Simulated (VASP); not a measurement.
These are PBE GGA, VASP's PBE PAW potentials (set 64) (plane waves; VASP) values and carry that method's errors.

Input for VASP

**INCAR**
```
ALGO = Fast
EDIFF = 1E-5
EDIFFG = -0.03
ENCUT = 400
GGA = PE
IBRION = 2
ISIF = 2
ISMEAR = 0
ISYM = 0
LASPH = T
LCHARG = F
LMAXMIX = 4
LREAL = Auto
LWAVE = F
NELECT = 260.0
NELM = 100
NELMIN = 4
NSW = 60
PREC = Normal
SIGMA = 0.05
SYSTEM = SeSi63
```

File POSCAR:
```
SeSi63
1
   10.9370747000     0.0000000000     0.0000000000
    0.0000000000    10.9370747000     0.0000000000
   -0.0000000000    -0.0000000000    10.9370747000
Si Se
63 1
Direct
  0.5000000000   0.0000000000   0.0000000000
  0.6250000000   0.1250000000   0.1250000000
  0.7500000000   0.2500000000   0.0000000000
  0.8750000000   0.3750000000   0.1250000000
  0.7500000000   0.0000000000   0.2500000000
  0.8750000000   0.1250000000   0.3750000000
  0.0000000000   0.0000000000   0.0000000000
  0.1250000000   0.1250000000   0.1250000000
  0.2500000000   0.2500000000   0.0000000000
  0.3750000000   0.3750000000   0.1250000000
  0.5000000000   0.5000000000   0.0000000000
  0.6250000000   0.6250000000   0.1250000000
  0.7500000000   0.7500000000   0.0000000000
  0.8750000000   0.8750000000   0.1250000000
  0.2500000000   0.0000000000   0.2500000000
  0.3750000000   0.1250000000   0.3750000000
  0.5000000000   0.2500000000   0.2500000000
  0.6254290000   0.3793020000   0.3786580000
  0.7500000000   0.5000000000   0.2500000000
  0.8750000000   0.6250000000   0.3750000000
  0.5000000000   0.0000000000   0.5000000000
  0.6250000000   0.1250000000   0.6250000000
  0.7500000000   0.2500000000   0.5000000000
  0.8750000000   0.3750000000   0.6250000000
  0.7500000000   0.0000000000   0.7500000000
  0.8750000000   0.1250000000   0.8750000000
  0.0000000000   0.5000000000   0.0000000000
  0.1250000000   0.6250000000   0.1250000000
  0.2500000000   0.7500000000   0.0000000000
  0.3750000000   0.8750000000   0.1250000000
  0.0000000000   0.2500000000   0.2500000000
  0.1250000000   0.3750000000   0.3750000000
  0.2500000000   0.5000000000   0.2500000000
  0.3759740000   0.6267570000   0.3753710000
  0.5000000000   0.7500000000   0.2500000000
  0.6250000000   0.8750000000   0.3750000000
  0.0000000000   0.0000000000   0.5000000000
  0.1250000000   0.1250000000   0.6250000000
  0.2500000000   0.2500000000   0.5000000000
  0.3761170000   0.3793120000   0.6265250000
  0.6228090000   0.6212300000   0.6266010000
  0.7500000000   0.7500000000   0.5000000000
  0.8750000000   0.8750000000   0.6250000000
  0.2500000000   0.0000000000   0.7500000000
  0.3750000000   0.1250000000   0.8750000000
  0.5000000000   0.2500000000   0.7500000000
  0.6250000000   0.3750000000   0.8750000000
  0.7500000000   0.5000000000   0.7500000000
  0.8750000000   0.6250000000   0.8750000000
  0.0000000000   0.7500000000   0.2500000000
  0.1250000000   0.8750000000   0.3750000000
  0.0000000000   0.5000000000   0.5000000000
  0.1250000000   0.6250000000   0.6250000000
  0.2500000000   0.7500000000   0.5000000000
  0.3750000000   0.8750000000   0.6250000000
  0.0000000000   0.2500000000   0.7500000000
  0.1250000000   0.3750000000   0.8750000000
  0.2500000000   0.5000000000   0.7500000000
  0.3750000000   0.6250000000   0.8750000000
  0.5000000000   0.7500000000   0.7500000000
  0.6250000000   0.8750000000   0.8750000000
  0.0000000000   0.7500000000   0.7500000000
  0.1250000000   0.8750000000   0.8750000000
  0.4995110000   0.4974630000   0.5035510000
```

File KPOINTS:
```
Automatic mesh
0
Gamma
1 1 1
0 0 0
```

POTCAR, in this order: Si Se (PBE.64 set). Program: vasp_gam.

Q: What will the output report for the number of irreducible k-points (NKPTS), largest plane-wave count, FFT grid (NGX, NGY, NGZ)?

A: 
number of irreducible k-points (NKPTS): 1
largest plane-wave count: 11924
FFT grid (NGX, NGY, NGZ): 54 × 54 × 54

The cell is a supercell with a defect, built from Si (diamond): Se_Si, charge -2. The run is not spin-polarised, so no state with unpaired spins was tried.
